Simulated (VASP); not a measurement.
Method: LDA (Ceperley-Alder, Perdew-Zunger), VASP's LDA PAW potentials (set 64) (plane waves; VASP 6.6.1).

VASP input:

File KPOINTS:
```
Automatic mesh
0
Gamma
6 6 6
0 0 0
```

POSCAR:
```
MgC2
4.9387150
  0.7922014127   0.0000000000   0.0000000000
  0.0000000000   0.7922014127   0.0000000000
  0.0000000000   0.0000000000   1.0000000000
Mg C
2 4
Direct
  0.5000000000   0.5000000000   0.0000000000
  0.0000000000   0.0000000000   0.5000000000
  0.8876600000   0.8876600000   0.0000000000
  0.1123400000   0.1123400000   0.0000000000
  0.6123400000   0.3876600000   0.5000000000
  0.3876600000   0.6123400000   0.5000000000
```

INCAR:
```
SYSTEM = MgC2
PREC = Accurate
ENCUT = 320
EDIFF = 1E-04
NELM = 100
ALGO = Normal
LREAL = .FALSE.
LASPH = .TRUE.
ISMEAR = 1
SIGMA = 0.136
LWAVE = .FALSE.
LCHARG = .FALSE.
ISIF = 2
```

POTCAR, in this order: Mg C (LDA.64 set). Program: vasp_std.

At this cut-off the stress carries a Pulay error, which pulls relaxed volumes low. Gaps are read on the run's mesh, which can miss a band edge.

Question: Estimate the energy per atom (σ→0), pressure, largest force, band gap (on the k-mesh).

Answer: 
```
Quantity                            Value
------------------------  ---------------
energy per atom (σ→0)      -6.874 eV/atom
band gap (on the k-mesh)          2.42 eV
pressure                        -8.51 GPa
largest force             0.02308 Ry/bohr
```

### OSZICAR
```
...
DAV:   5    -0.471736997063E+02   -0.67204E-03   -0.67193E-03  1420   0.597E-01    0.118E+01
DAV:   6    -0.418764725216E+02    0.52972E+01   -0.12511E+01  1204   0.206E+01    0.541E+00
DAV:   7    -0.412725180963E+02    0.60395E+00   -0.31894E+00  1408   0.110E+01    0.221E+00
DAV:   8    -0.412493999196E+02    0.23118E-01   -0.19928E-01  1270   0.275E+00    0.408E-01
DAV:   9    -0.412427900776E+02    0.66098E-02   -0.33532E-02  1300   0.111E+00    0.174E-01
DAV:  10    -0.412428823909E+02   -0.92313E-04   -0.13919E-03  1342   0.277E-01    0.511E-02
DAV:  11    -0.412428069018E+02    0.75489E-04   -0.28423E-04  1092   0.109E-01
   1 F= -.41242807E+02 E0= -.41243763E+02  d E =0.286961E-02
```

The structure comes from a computed database's MgC2 entry; how it stands against other phases isn't given here. The cell was not relaxed at this level. The run is one of a series of settings (EDIFF = 1E-04, ENCUT = 320, ISMEAR = 1, SIGMA = 0.136, KPOINTS 6×6×6 Γ-centred mesh against the base run), some of them coarse on purpose.
